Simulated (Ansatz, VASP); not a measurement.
Cu2B: VASP beside Ansatz

The input INCAR:

```
SYSTEM = Cu2B
PREC = Accurate
ENCUT = 520
EDIFF = 1E-7
ISMEAR = -1
SIGMA = 0.05
LREAL = .False.
LASPH = .True.
NELM = 100
ALGO = Normal
ISIF = 2
LWAVE = .False.
LCHARG = .False.
GGA = PE
NBANDS = 34
```

The input KPOINTS:

```
regular mesh
0
Gamma
  7 7 7
  0 0 0
```

POSCAR

```
Cu2B
1.0
    0.0000000000      3.2834700000      3.2834700000
    3.2834700000      0.0000000000      3.2834700000
    3.2834700000      3.2834700000      0.0000000000
Cu B
4 2
Direct
    0.1250000000      0.1250000000      0.1250000000
    0.6250000000      0.1250000000      0.1250000000
    0.1250000000      0.1250000000      0.6250000000
    0.1250000000      0.6250000000      0.1250000000
    0.5000000000      0.5000000000      0.5000000000
    0.7500000000      0.7500000000      0.7500000000
```

Contents of input.yaml:

```yaml
crystal:
  lattice:
    - [0.0, 3.28347, 3.28347]
    - [3.28347, 0.0, 3.28347]
    - [3.28347, 3.28347, 0.0]
  atoms:
    - { symbol: Cu, position: [0.125, 0.125, 0.125] }
    - { symbol: Cu, position: [0.625, 0.125, 0.125] }
    - { symbol: Cu, position: [0.125, 0.125, 0.625] }
    - { symbol: Cu, position: [0.125, 0.625, 0.125] }
    - { symbol: B, position: [0.5, 0.5, 0.5] }
    - { symbol: B, position: [0.75, 0.75, 0.75] }
hamiltonian:
  xc: pbe
  pseudopotentials: { kind: paw }
kpoints:
  mp_grid: { grid: [7, 7, 7] }
scf:
  occupations: { method: fermi_dirac, width: 0.05 }
output:
  forces: true
  stress: true
  eigenvalues: true
```

The cell was built by a generator and needn't be a form met in nature.

Alike in both runs: task single point; functional PBE; k mesh 7 × 7 × 7; occupations fermi-dirac, width 0.05 eV; no spin polarisation.

|  | VASP | Ansatz |
| --- | --- | --- |
| version | VASP 6.6.1 | Ansatz 0.2.0 |
| potentials or method | VASP PAW PBE potentials, release 64 (Cu, B) | Ansatz PAW |
| plane-wave cutoff (eV) | 520 | 420 |
| valence electrons in the cell | 50 | 82 |

Ansatz gave:

- gap on the k mesh at the Fermi level (eV): none
- pressure (GPa): 0.1

Task: What did VASP give for the same quantities?

Result: gap on the k mesh at the Fermi level (eV): none; pressure (GPa): 0.4.

A gap of «none» marks a metal or a gap that the smearing closes. The two sets of potentials don't hold the same shells in valence.
